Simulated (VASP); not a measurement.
# A VASP study of TiNCl (r2SCAN): structure first, properties next, part 2 of 2

Aim: relax TiNCl with r2SCAN, compute its properties on that cell and hold them against experiment. Left out of this account: 1 further run (core levels: core levels are not valid at this level). The start is a cell from a database of measured crystal structures.

VASP 6.6.1; r2SCAN; plane waves and PAW (Ti_sv, N, Cl).

So far, gap on the k-mesh (eV): step 2 (relaxing cell and atoms (r2SCAN)) 0.913; step 3 (second relaxation) 0.918; step 4 (single point with fields (r2SCAN)) 0.918; step 6 (total and projected DOS (r2SCAN)) 0.920.

## 7. Vibrations at Γ (r2SCAN)

Zone-centre modes test whether the atoms sit at a minimum within this cell. IBRION = 6 takes the force constants from differences of forces between displaced cells, so the forces must be tight.

Contents of INCAR:

```
SYSTEM = TiNCl
PREC = Accurate
ENCUT = 520
EDIFF = 1E-08
NELM = 100
ISMEAR = 0
SIGMA = 0.05
LREAL = .FALSE.
ALGO = Normal
METAGGA = R2SCAN
LASPH = .TRUE.
NBANDS = 30
LORBIT = 11
LWAVE = .FALSE.
LCHARG = .FALSE.
KPAR = 4
IBRION = 6
NFREE = 2
POTIM = 0.015
ISIF = 2
NSW = 1
```

Contents of POSCAR:

```
TiNCl
1.0
    3.2650128465      0.0000000000      0.0000000000
    0.0000000000      3.9349764887      0.0000000000
    0.0000000000      0.0000000000      8.0390175310
Ti N Cl
2 2 2
Direct
    0.0000000000      0.5000000000      0.0966246197
    0.5000000000      0.0000000000      0.9033753803
    0.5000000000      0.5000000000      0.9537411180
    0.0000000000      0.0000000000      0.0462588820
    0.5000000000      0.5000000000      0.3243572331
    0.0000000000      0.0000000000      0.6756427669
```

Contents of KPOINTS:

```
Automatic mesh
0
Gamma
7 6 3
0 0 0
```

PAW data sets: Ti_sv, N and Cl (PBE family, release 64).

Launch:

```console
$ mpirun -np 4 vasp_std
```

Run time: 48 min. Hardware: 4 MPI ranks of AMD EPYC 7R43, shared host; peak memory 1.5 GiB.

The last energy, forces, stress and levels in OUTCAR belong to the last displaced cell, not to the cell of POSCAR.

This step gave:

* bands: 30
* irreducible k-points: 32
* pressure of the cell: -0.003204 GPa
* largest force of the cell: 0.01002 eV/Å

Transverse limit, no LO-TO splitting. The modes at Γ (shares of kinetic energy by element, %):

```tsv
mode	frequency (cm⁻¹)	symmetry	Ti %	N %	Cl %
1	-2.4	acoustic	51	15	35
2	-1.7	acoustic	50	14	35
3	-0.7	acoustic	49	14	36
4	108.5	Bg	1	0	99
5	123.0	Bu	30	5	65
6	136.6	Bu	43	0	57
7	141.0	Bg	0	0	100
8	201.7	Bg	100	0	0
9	209.6	Ag	27	5	68
10	222.5	Bg	99	0	1
11	317.6	Bu	7	85	8
12	346.8	Bu	28	8	64
13	408.2	Bu	19	81	0
14	414.6	Ag	50	18	32
15	468.7	Ag	22	77	0
16	614.8	Bg	0	100	0
17	620.0	Bu	23	77	0
18	665.4	Bg	0	100	0
```

Displacements in mode 4 (108.5 cm⁻¹), the largest set to 1:
```
Ti1  0.00 -0.06  0.00
Ti2  0.00  0.06  0.00
N3   0.00  0.04  0.00
N4   0.00 -0.04  0.00
Cl5  0.00 -1.00  0.00
Cl6  0.00  1.00  0.00
```

Displacements in mode 17 (620.0 cm⁻¹), the largest set to 1:
```
Ti1  0.00  0.00 -0.29
Ti2  0.00  0.00 -0.29
N3   0.00  0.00  1.00
N4   0.00  0.00  1.00
Cl5  0.00  0.00  0.00
Cl6  0.00  0.00  0.00
```

The three acoustic modes lie within 2.4 cm⁻¹ of zero, and all others are real. By the characters of their eigenvectors the optical modes sort into (cm⁻¹) Raman active: Bg 109, Bg 141, Bg 202, Ag 210, Bg 222, Ag 415, Ag 469, Bg 615, Bg 665; infrared active: Bu 123, Bu 137, Bu 318, Bu 347, Bu 408, Bu 620. B labels carry no number here, since it depends on the setting of the axes. With a centre of inversion no mode is active in both.

## 8. Volume scan with r2SCAN

An equation of state needs energies on both sides of the minimum, all on one mesh and cutoff.

INCAR: that of step 7 with these lines changed.

```diff
@@ -3,3 +3,3 @@
 ENCUT = 520
-EDIFF = 1E-08
+EDIFF = 1E-06
 NELM = 100
@@ -16,6 +16,2 @@
 KPAR = 4
-IBRION = 6
-NFREE = 2
-POTIM = 0.015
 ISIF = 2
-NSW = 1
```

POSCAR: that of step 7 with these lines changed.

```diff
@@ -2,5 +2,5 @@
 1.0
-    3.2650128465      0.0000000000      0.0000000000
-    0.0000000000      3.9349764887      0.0000000000
-    0.0000000000      0.0000000000      8.0390175310
+    3.1983612292      0.0000000000      0.0000000000
+    0.0000000000      3.8546483065      0.0000000000
+    0.0000000000      0.0000000000      7.8749099011
 Ti N Cl
```

KPOINTS is that of step 7.

Launch:

```console
$ mpirun -np 4 vasp_std
```

Wall time 3.5 min (4 MPI ranks); peak memory 0.91 GiB.

The scan keeps the cell's shape and the fractional positions fixed.

This step gave:

* free energy (TOTEN): -67.0773 eV
* Fermi energy: 4.204 eV
* pressure: 8.942 GPa
* gap on the k-mesh: 0.8827 eV
* least direct gap on the k-mesh: 0.8827 eV

Force by atom:

```tsv
atom	x (eV/Å)	y (eV/Å)	z (eV/Å)	size
Ti1	0.000	0.000	0.527	0.527
Ti2	0.000	0.000	-0.527	0.527
N3	0.000	0.000	-0.483	0.483
N4	0.000	0.000	0.483	0.483
Cl5	0.000	0.000	0.639	0.639
Cl6	0.000	0.000	-0.639	0.639
```

The pressure here is 8.94 GPa.

## 9. Volume scan with r2SCAN (run 2)

INCAR is that of step 8.

POSCAR: that of step 8 with these lines changed.

```diff
@@ -2,5 +2,5 @@
 1.0
-    3.1983612292      0.0000000000      0.0000000000
-    0.0000000000      3.8546483065      0.0000000000
-    0.0000000000      0.0000000000      7.8749099011
+    3.2208856420      0.0000000000      0.0000000000
+    0.0000000000      3.8817946115      0.0000000000
+    0.0000000000      0.0000000000      7.9303688403
 Ti N Cl
```

KPOINTS is that of step 8.

Launch:

```console
$ mpirun -np 4 vasp_std
```

The job ended after 3.4 min (4 MPI ranks; peak memory 0.93 GiB).

Numbers from this step:

- free energy (TOTEN): -67.1731 eV
- Fermi energy: 4.095 eV
- pressure: 5.651 GPa
- gap on the k-mesh: 0.8967 eV
- least direct gap on the k-mesh: 0.8967 eV

Force by atom:

```tsv
atom	x (eV/Å)	y (eV/Å)	z (eV/Å)	size
Ti1	0.000	0.000	0.336	0.336
Ti2	0.000	0.000	-0.336	0.336
N3	0.000	0.000	-0.314	0.314
N4	0.000	0.000	0.314	0.314
Cl5	0.000	0.000	0.408	0.408
Cl6	0.000	0.000	-0.408	0.408
```

The pressure falls from 8.94 to 5.65 GPa.

The run ends at a pressure of 5.65 GPa, with forces up to 0.41 eV/Å.

## 10. Volume scan with r2SCAN (run 3)

INCAR is that of step 9.

POSCAR: that of step 9 with these lines changed.

```diff
@@ -2,5 +2,5 @@
 1.0
-    3.2208856420      0.0000000000      0.0000000000
-    0.0000000000      3.8817946115      0.0000000000
-    0.0000000000      0.0000000000      7.9303688403
+    3.2430993483      0.0000000000      0.0000000000
+    0.0000000000      3.9085664548      0.0000000000
+    0.0000000000      0.0000000000      7.9850627675
 Ti N Cl
```

KPOINTS is that of step 9.

Launch:

```console
$ mpirun -np 4 vasp_std
```

The job ended after 3.4 min (4 MPI ranks; peak memory 0.91 GiB; 13 min of CPU time).

The pressure falls from 5.65 to 2.68 GPa.

The run ends at a pressure of 2.68 GPa, with forces up to 0.19 eV/Å.

## 11. Volume scan with r2SCAN (run 4)

INCAR is that of step 10.

POSCAR: that of step 10 with these lines changed.

```diff
@@ -2,5 +2,5 @@
 1.0
-    3.2430993483      0.0000000000      0.0000000000
-    0.0000000000      3.9085664548      0.0000000000
-    0.0000000000      0.0000000000      7.9850627675
+    3.2650128465      0.0000000000      0.0000000000
+    0.0000000000      3.9349764887      0.0000000000
+    0.0000000000      0.0000000000      8.0390175310
 Ti N Cl
```

KPOINTS is that of step 10.

Launch:

```console
$ mpirun -np 4 vasp_std
```

It took 2.2 min on 4 MPI ranks; peak memory 0.92 GiB.

The pressure falls from 2.68 to 0.00 GPa.

The run ends at a pressure of 0.00 GPa, with forces up to 0.0098 eV/Å.

## 12. Volume scan with r2SCAN (run 5)

INCAR is that of step 11.

POSCAR: that of step 11 with these lines changed.

```diff
@@ -2,5 +2,5 @@
 1.0
-    3.2650128465      0.0000000000      0.0000000000
-    0.0000000000      3.9349764887      0.0000000000
-    0.0000000000      0.0000000000      8.0390175310
+    3.2866360783      0.0000000000      0.0000000000
+    0.0000000000      3.9610366951      0.0000000000
+    0.0000000000      0.0000000000      8.0922576093
 Ti N Cl
```

KPOINTS is that of step 11.

Launch:

```console
$ mpirun -np 4 vasp_std
```

The job ended after 3.3 min (4 MPI ranks; peak memory 0.94 GiB; 13 min of CPU time).

The pressure falls from 0.00 to -2.41 GPa.

The run ends at a pressure of -2.41 GPa, with forces up to 0.19 eV/Å.

## 13. Volume scan with r2SCAN (run 6)

INCAR is that of step 12.

POSCAR: that of step 12 with these lines changed.

```diff
@@ -2,5 +2,5 @@
 1.0
-    3.2866360783      0.0000000000      0.0000000000
-    0.0000000000      3.9610366951      0.0000000000
-    0.0000000000      0.0000000000      8.0922576093
+    3.3079784690      0.0000000000      0.0000000000
+    0.0000000000      3.9867584333      0.0000000000
+    0.0000000000      0.0000000000      8.1448062090
 Ti N Cl
```

KPOINTS is that of step 12.

Launch:

```console
$ mpirun -np 4 vasp_std
```

Elapsed: 3.8 min, on 4 MPI ranks; peak memory 1 GiB; 15 min of CPU time.

The pressure falls from -2.41 to -4.61 GPa.

The run ends at a pressure of -4.61 GPa, with forces up to 0.36 eV/Å.

## 14. Volume scan with r2SCAN (run 7)

A prediction first. A parabola through the 6 pressures of evenly scaled cells so far, P = 0.00 -127.7 t +270 t² GPa with t = ln(V/V₁) and V₁ the volume at scale 1, gives -6.53 GPa at t = +0.0583.

INCAR is that of step 13.

POSCAR: that of step 13 with these lines changed.

```diff
@@ -2,5 +2,5 @@
 1.0
-    3.3079784690      0.0000000000      0.0000000000
-    0.0000000000      3.9867584333      0.0000000000
-    0.0000000000      0.0000000000      8.1448062090
+    3.3290489637      0.0000000000      0.0000000000
+    0.0000000000      4.0121524838      0.0000000000
+    0.0000000000      0.0000000000      8.1966853543
 Ti N Cl
```

KPOINTS is that of step 13.

Launch:

```console
$ mpirun -np 4 vasp_std
```

The job ended after 3.1 min (4 MPI ranks; peak memory 1 GiB).

The pressure falls from -4.61 to -6.57 GPa. The parabola predicted -6.53 GPa, +0.04 GPa off.

## 15. The series together

Times are for 4 MPI ranks of AMD EPYC 7R43, shared host. Results by setting:

```tsv
no.	volume scale	energy above the lowest point (meV/atom)	pressure (GPa)	gap on the k-mesh (eV)	time	memory (GiB)
1	0.94	28.36	8.942	0.8827	3.5 min	0.91
2	0.96	12.4	5.651	0.8967	3.4 min	0.93
3	0.98	3.16	2.683	0.9082	3.4 min	0.91
4	1	0	0.004818	0.9178	2.2 min	0.92
5	1.02	2.32	-2.413	0.9254	3.3 min	0.94
6	1.04	9.59	-4.605	0.9315	3.8 min	1.0
7	1.06	21.31	-6.573	0.9358	3.1 min	1.0
```

## 16. Fit for r2SCAN

This step: Birch-Murnaghan fit, r2SCAN; plane waves and PAW (VASP 6.6.1).

This step runs nothing: it gathers the runs above.

Numbers from this step:

* pressure derivative of the bulk modulus: 4.152
* r.m.s. error of the fit: 3.53e-6 eV/atom
* minimum inside the sampled range: yes
* bulk modulus: 126.7 GPa
* equilibrium volume of the fit: 17.23 Å³/atom

Energy above the fitted minimum against volume:

```tsv
volume (Å³/atom)	energy above the fitted minimum (eV/atom)
16.181	0.0284
16.525	0.0124
16.870	0.00316
17.214	6.6e-6
17.558	0.00233
17.902	0.00959
18.247	0.0213
```

The fitted volume lies +0.12 % from the relaxed one. At a finite cutoff and mesh the minimum of the energy and the zero of the stress don't quite coincide, and the relaxation stops at a threshold. The atoms bear forces along the scan, since they were held; freeing them would lower the modulus.

## 17. Outcome

```json
{
  "relaxed volume": "17.21 Å³/atom",
  "relaxed conventional cell a, b, c": "3.265, 3.935, 8.039 Å",
  "space group after relaxing, within 0.02 Å": "Pmmn (No. 59)",
  "band gap": "0.918 eV, direct",
  "gap among the points of the DOS mesh alone, an upper bound": "0.920 eV",
  "highest zone-centre mode": "665 cm⁻¹",
  "bulk modulus from the fit": "127 GPa",
  "volume from the fit": "17.2 Å³/atom"
}
```

In words: With r2SCAN, TiNCl relaxes to 17.21 Å³/atom in space group Pmmn (held by the symmetry of the run), has a direct gap of 0.918 eV and has a bulk modulus of 127 GPa at fixed shape and positions, an upper bound. Against the listed cell the volume lies +3.2 % (a +0.2 %, b -0.1 %, c +3.0 %). Bands along the symmetry lines (r2SCAN): On this path the gap is direct, 0.92 eV, with the valence top at Γ and the conduction bottom at Γ. Vibrations at Γ (r2SCAN): The highest mode in this list at Γ, 665.4 cm⁻¹, is mostly motion of N (100 % of the kinetic energy). Semilocal functionals usually underestimate gaps. Modes at Γ alone can't show that the crystal is stable at other wave vectors, and the LO-TO splitting is not included. The bonds form layers, and without a dispersion term the spacing between them, and what depends on it, is unreliable. No search among competing phases was made, and a listed structure need not be the one stable at ambient conditions. All values are for a static lattice at zero temperature.

Calculation against experiment:

```
                                                       quantity  measured          r2SCAN
lattice constant a (our axis b, matched by order of length) (Å)    3.9373  3.935 (-0.1 %)
lattice constant b (our axis a, matched by order of length) (Å)    3.2554  3.265 (+0.3 %)
                                         lattice constant c (Å)    7.7997  8.039 (+3.1 %)
```

Measured values from arxiv:1908.10978 (2019).

How well it matches: The lattice constant a is off by -0.1 %: good agreement. The lattice constant b is off by +0.3 %: good agreement. The lattice constant c is off by +3.1 %: a clear miss. The grades are ours: good and fair within 0.7 and 1.5 % for the lattice constant a, 0.7 and 1.5 % for the lattice constant b and 0.8 and 2 % for the lattice constant c. Zero-point motion and thermal expansion are not in the computed lattice constants.

[Lines on the potential files, build, host, timing and source positions are cut from VASP's logs without a mark.]

[Logs are printed without paths, hosts, clocks, repeated set-up lines and the standing remarks that a program may print on its own settings, such as how far it seeks lower states.]

[Hosts, paths, dates, database ids (printed as entryN), source tags and the programs' standing remarks are cut or masked in the printed files.]

[A measured line is paired with the nearest computed mode of its activity, which favours agreement.]
